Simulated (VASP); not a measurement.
Consider the following.

```
CELL_PARAMETERS angstrom
      1.99252    -3.45114     0.00000
      1.99252     3.45114     0.00000
      0.00000     0.00000     6.57229
ATOMIC_POSITIONS crystal
  Pb 0.00000 0.00000 0.00000
  I  0.33333 0.66667 0.30429
  I  0.66667 0.33333 0.69571
```

The numbers are results of LDA (Ceperley-Alder, Perdew-Zunger), VASP's LDA PAW potentials (set 64) (plane waves; VASP 6.6.1), not measurements. Numerical set-up: 500 eV cut-off, 7×7×4 Γ-centred mesh, Gaussian smearing of 0.050 eV, potentials Pb_d I.

### Question
What does the run give for the energy per atom (σ→0), pressure?

### Answer

```
Property                        Value
---------------------  --------------
energy per atom (σ→0)  -3.133 eV/atom
pressure                    10.04 GPa
```

Total energies compare only between runs with the same potentials, cut-off and functional.

The compound is PbI2 in the 1T layered structure. It was relaxed first under an external pressure of 10 GPa.
